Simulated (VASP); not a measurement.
Given:

```yaml
crystal:
  lattice:
    - [3.84734, 0.00000, 0.00000]
    - [0.00000, 3.84734, 0.00000]
    - [0.00000, 0.00000, 3.84734]
  atoms:
    - { symbol: Cu, position: [0.00000, 0.00000, 0.00000] }
    - { symbol: C, position: [0.50000, 0.50000, 0.50000] }
    - { symbol: Ni, position: [0.00000, 0.50000, 0.50000], spin: 2.0 }
    - { symbol: Ni, position: [0.50000, 0.50000, 0.00000], spin: 2.0 }
    - { symbol: Ni, position: [0.50000, 0.00000, 0.50000], spin: 2.0 }
```

These are PBE GGA, VASP's PBE PAW potentials (set 64) (plane waves; VASP 6.6.1) values and carry that method's errors. Run with 400 eV cut-off, 5×5×5 Γ-centred mesh, Gaussian smearing of 0.10 eV, potentials Cu C Ni.

At this cut-off the stress carries a Pulay error, which pulls relaxed volumes low.

Task: Give the stress tensor in GPa (positive for a compressed cell).

Result: 
```
-13.43    0.00    0.00
  0.00  -13.43    0.00
  0.00    0.00  -13.43
```
The pressure is its mean diagonal, -13.43 GPa.

The structure was generated: CuNi3C was put into an ordered model structure, which need not be its known phase. The cell was not relaxed at this level. The k-mesh is coarse (spacing up to 0.33 per Å, 2π included), so the numbers may not be converged in it.
